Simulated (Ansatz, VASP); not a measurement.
# Cross-check of PbS2 between VASP and Ansatz

Wanted: the spread between two codes on one cell, functional and k mesh. The cell is generated by rule, not measured, and may not be a known phase. The cell is taken from a series of runs on this material, whose earlier steps may have relaxed, scaled, displaced or heated it; both programs get it as it stands.

Calculated with Ansatz 0.2.0; plane waves, with VASP 6.6.1 beside it; relaxation of cell and atoms at PBEsol.

The structure was built from a prototype and need not be the compound's stable phase.

## 1. The structure

The structure is tetragonal, space group P4_2/mnm (No. 136). Conventional cell: a = 6.281 Å, b = 6.281 Å, c = 3.977 Å, α = 90.00°, β = 90.00°, γ = 90.00°. Nearest to Pb lie 6 S at 2.64 to 2.71 Å. S has 3 Pb at 2.64 to 2.71 Å nearest. Farther neighbours and most contacts between anions are not listed.

## 2. VASP: relaxation of cell and atoms, PBEsol

The relaxed volume is the usual yardstick between codes: in a stiff, nearly cubic crystal its relative difference is about their pressure difference at one cell divided by the bulk modulus.

Lines of VASP's logs that name or quote its potential files are left out, and so is its time.

The input, INCAR:

```
SYSTEM = PbS2
PREC = Accurate
ENCUT = 500
EDIFF = 1E-07
NELM = 120
ISMEAR = 0
SIGMA = 0.01
LREAL = .FALSE.
ALGO = Normal
GGA = PS
NBANDS = 32
LORBIT = 11
LWAVE = .FALSE.
LCHARG = .FALSE.
ISIF = 3
IBRION = 2
NSW = 80
EDIFFG = -0.005
LASPH = .TRUE.
GGA_COMPAT = .FALSE.
NELMIN = 4
EFERMI = MIDGAP
KPAR = 2
```

The input, POSCAR:

```
PbS2
1.0
    6.2811240000      0.0000000000      0.0000000000
    0.0000000000      6.2811240000      0.0000000000
    0.0000000000      0.0000000000      3.9771180000
Pb S
2 4
Direct
    0.0000000000      0.0000000000      0.0000000000
    0.5000000000      0.5000000000      0.5000000000
    0.3051114737      0.3051114737      0.0000000000
    0.6948885263      0.6948885263      0.0000000000
    0.8051113145      0.1948885263      0.5000000000
    0.1948885263      0.8051113145      0.5000000000
```

The input, KPOINTS:

```
Automatic mesh
0
Gamma
6 6 8
0 0 0
```

The projector-augmented-wave data sets are Pb_d and S (PBE family, release 64).

On the command line:

```sh
> mpirun -np 2 vasp_std
```

Numbers of over 12 decimals in the logs are rounded to 6 here.

The program printed:

```text
[banner, memory and clock lines left out]
running    2 mpi-ranks, on    1 nodes
 distrk:  each k-point on    1 cores,    2 groups
 distr:  one band on    1 cores,    1 groups

 POSCAR found type information on POSCAR PbS
 POSCAR found :  2 types and       6 ions
|                                                                             |
|               ----> ADVICE to this user running VASP <----                  |
|                                                                             |
|     You enforced a specific xc type in the INCAR file but a different       |
|     [... a line on the potential file left out ...]
|     I HOPE YOU KNOW WHAT YOU ARE DOING!                                     |
|                                                                             |

 LDA part: xc-table for (Slater+PW92), standard interpolation
 POSCAR, INCAR and KPOINTS ok, starting setup
 FFT: planning ... GRIDC
 FFT: planning ... GRID_SOFT
 FFT: planning ... GRID
 WAVECAR not read
 entering main loop
       N       E                     dE             d eps       ncg     rms          rms(c)
DAV:   1     0.529006864591E+03    0.52901E+03   -0.23085E+04  3200   0.157E+03
DAV:   2     0.413467160789E+02   -0.48766E+03   -0.47346E+03  3400   0.415E+02
DAV:   3    -0.228696365825E+02   -0.64216E+02   -0.62700E+02  4344   0.167E+02
DAV:   4    -0.255125225139E+02   -0.26429E+01   -0.26275E+01  3864   0.377E+01
DAV:   5    -0.256432205044E+02   -0.13070E+00   -0.13066E+00  4976   0.846E+00    0.921E+00
DAV:   6    -0.246485568645E+02    0.99466E+00   -0.21062E+00  4592   0.166E+01    0.619E+00
DAV:   7    -0.246053537447E+02    0.43203E-01   -0.65057E-01  4992   0.444E+00    0.227E+00
DAV:   8    -0.245979697077E+02    0.73840E-02   -0.79705E-02  4592   0.288E+00    0.491E-01
DAV:   9    -0.245973225186E+02    0.64719E-03   -0.58237E-03  4904   0.789E-01    0.137E-01
DAV:  10    -0.245973963099E+02   -0.73791E-04   -0.86145E-04  4560   0.217E-01    0.884E-02
DAV:  11    -0.245974319355E+02   -0.35626E-04   -0.13922E-04  4632   0.106E-01    0.118E-02
DAV:  12    -0.245974317786E+02    0.15693E-06   -0.78214E-06  4088   0.187E-02    0.887E-03
DAV:  13    -0.245974329502E+02   -0.11716E-05   -0.29691E-06  3784   0.909E-03    0.192E-03
DAV:  14    -0.245974329057E+02    0.44472E-07   -0.28186E-07  3384   0.396E-03
   1 F= -.24597433E+02 E0= -.24597433E+02  d E =-.245974E+02
 curvature:   0.00 expect dE= 0.000E+00 dE for cont linesearch  0.000E+00
 trial: gam= 0.00000 g(F)=  0.150E-06 g(S)=  0.575E-04 ort = 0.000E+00 (trialstep = 0.100E+01)
 search vector abs. value=  0.577E-04
 bond charge predicted
       N       E                     dE             d eps       ncg     rms          rms(c)
DAV:   1    -0.245979229866E+02   -0.49004E-03   -0.16073E-02  4360   0.167E+00    0.132E-01
DAV:   2    -0.245975286291E+02    0.39436E-03   -0.93296E-04  4280   0.442E-01    0.475E-02
DAV:   3    -0.245974461028E+02    0.82526E-04   -0.30463E-04  4312   0.232E-01    0.124E-02
DAV:   4    -0.245974488499E+02   -0.27471E-05   -0.14218E-05  4088   0.251E-02    0.502E-03
DAV:   5    -0.245974504470E+02   -0.15971E-05   -0.75243E-07  4568   0.108E-02    0.207E-03
DAV:   6    -0.245974511333E+02   -0.68633E-06   -0.12014E-07  2360   0.312E-03    0.420E-04
DAV:   7    -0.245974510200E+02    0.11330E-06   -0.41879E-08  2304   0.288E-03    0.187E-04
DAV:   8    -0.245974509852E+02    0.34810E-07   -0.13193E-08  2208   0.952E-04
   2 F= -.24597451E+02 E0= -.24597451E+02  d E =-.180795E-04
 trial-energy change:   -0.000018  1 .order   -0.000018   -0.000058    0.000023
 step:   0.7267(harm=  0.7193)  dis= 0.00002  next Energy=   -24.597454 (dE=-0.211E-04)
 reached required accuracy - stopping structural energy minimisation
```

OUTCAR, selected parts (step 2):

```text
ion  position               nearest neighbor table
   1  0.000  0.000  0.000-   5 2.64   6 2.64   5 2.64   6 2.64   3 2.71   4 2.71
   2  0.500  0.500  0.500-   3 2.64   4 2.64   3 2.64   4 2.64   5 2.71   6 2.71
   3  0.305  0.305  0.000-   2 2.64   2 2.64   1 2.71
   4  0.695  0.695  0.000-   2 2.64   2 2.64   1 2.71
   5  0.805  0.195  0.500-   1 2.64   1 2.64   2 2.71
   6  0.195  0.805  0.500-   1 2.64   1 2.64   2 2.71

  LATTYP: Found a simple tetragonal cell.
 ALAT       =     6.2811240000
 C/A-ratio  =     0.6331857164

 Subroutine GETGRP returns: Found 16 space group operations
 (whereof  8 operations were pure point group operations)

The static configuration has the point symmetry D_2h.
 The point group associated with its full space group is D_4h.

 Found     50 irreducible k-points:

   k-points           NKPTS =     50   k-points in BZ     NKDIM =     50   number of bands    NBANDS=     32

   dimension x,y,z NGX =    48 NGY =   48 NGZ =   30
   dimension x,y,z NGXF=    96 NGYF=   96 NGZF=   60

   ENCUT  =  500.0 eV  36.75 Ry    6.06 a.u.  11.45 11.45  7.25*2*pi/ulx,y,z

   NELECT =      52.0000    total number of electrons

 k-points in reciprocal lattice and weights: Automatic mesh
   0.00000000  0.00000000  0.00000000       0.003
   0.16666667  0.00000000  0.00000000       0.014
   0.33333333  0.00000000  0.00000000       0.014
   0.50000000  0.00000000  0.00000000       0.007
   0.16666667  0.16666667  0.00000000       0.014
   0.33333333  0.16666667  0.00000000       0.028
   0.50000000  0.16666667  0.00000000       0.014
   0.33333333  0.33333333  0.00000000       0.014
   0.50000000  0.33333333  0.00000000       0.014
[...]
0.50000000  0.33333333  0.50000000       0.014
   0.50000000  0.50000000  0.50000000       0.003

 average (electrostatic) potential at core
       1 -93.2124       2 -93.2124       3 -87.2470       4 -87.2470       5 -87.2470
       6 -87.2470

 E-fermi :   3.5090

 k-point     1 :       0.0000    0.0000    0.0000
  band No.  band energies     occupation
    ...
     22       2.5061      2.00000
     23       2.8110      2.00000
     24       2.8110      2.00000
     25       3.2168      2.00000
     26       3.2168      2.00000
     27       3.8643      0.00000
     28       4.8340      0.00000
     29       6.6931      0.00000
     30       6.6931      0.00000
     31       7.5220      0.00000
    ...

 k-point     2 :       0.1667    0.0000    0.0000
  band No.  band energies     occupation
    ...
     22       2.3263      2.00000
     23       2.8238      2.00000
     24       2.8486      2.00000
     25       3.2272      2.00000
     26       3.2379      2.00000
     27       3.7336      0.00000
     28       4.7691      0.00000
     29       6.7597      0.00000
     30       6.8572      0.00000
     31       7.6951      0.00000
    ...

 k-point     3 :       0.3333    0.0000    0.0000
  band No.  band energies     occupation
    ...
     22       2.1474      2.00000
     23       2.8554      2.00000
     24       2.8902      2.00000
     25       3.1525      2.00000
     26       3.2436      2.00000
     27       3.6495      0.00000
     28       4.4870      0.00000
     29       6.9711      0.00000
     30       7.1943      0.00000
     31       8.1742      0.00000
    ...

  Total        0.0238191      0.0238191      0.0157470      0.0000000      0.0000000      0.0000000
  in kB        0.2434876      0.2434876      0.1609714      0.0000000      0.0000000      0.0000000
  external PRESSURE =       0.2159822 kB  Pullay stress =       0.0000000 kB

  energy-cutoff  :      500.00
  volume of cell :      156.73
      direct lattice vectors                 reciprocal lattice vectors
     6.279360365  0.000000000  0.000000000     0.159251889 -0.000000000  0.000000000
     0.000000000  6.279360365  0.000000000     0.000000000  0.159251889  0.000000000
     0.000000000  0.000000000  3.974922146     0.000000000  0.000000000  0.251577254

 POSITION                                       TOTAL-FORCE (eV/Angst)
 -----------------------------------------------------------------------------------
      0.00000      6.27936      0.00000         0.000000      0.000000      0.000000
      3.13968      3.13968      1.98746         0.000000      0.000000      0.000000
      1.91593      1.91593      3.97492        -0.001792     -0.001792      0.000000
      4.36343      4.36343      0.00000         0.001792      0.001792      0.000000
      5.05561      1.22375      1.98746        -0.001792      0.001792      0.000000
      1.22375      5.05561      1.98746         0.001792     -0.001792      0.000000
 -----------------------------------------------------------------------------------
    total drift:                                0.000703      0.000703     -0.000000

  FREE ENERGIE OF THE ION-ELECTRON SYSTEM (eV)
  ---------------------------------------------------
  free  energy   TOTEN  =       -24.5974509852 eV

  energy  without entropy=      -24.5974509852  energy(sigma->0) =      -24.59745099

 reached required accuracy - stopping structural energy minimisation

 total charge
# of ion       s       p       d       tot
------------------------------------------
    1        1.208   0.771   9.906  11.885
    2        1.208   0.771   9.906  11.885
    3        1.361   2.283   0.000   3.644
    4        1.361   2.283   0.000   3.644
    5        1.361   2.283   0.000   3.644
    6        1.361   2.283   0.000   3.644
--------------------------------------------------
tot          7.860  10.673  19.812  38.345

[... 3 further parts left out ...]
```

[end of part 1 of 2]

[Lines on the potential files, build, host, timing and source positions are cut from VASP's logs without a mark.]

[Logs are printed without paths, hosts, clocks, repeated set-up lines and the standing remarks that a program may print on its own settings, such as how far it seeks lower states.]

[Hosts, paths, dates, database ids (printed as entryN), source tags and the programs' standing remarks are cut or masked in the printed files.]
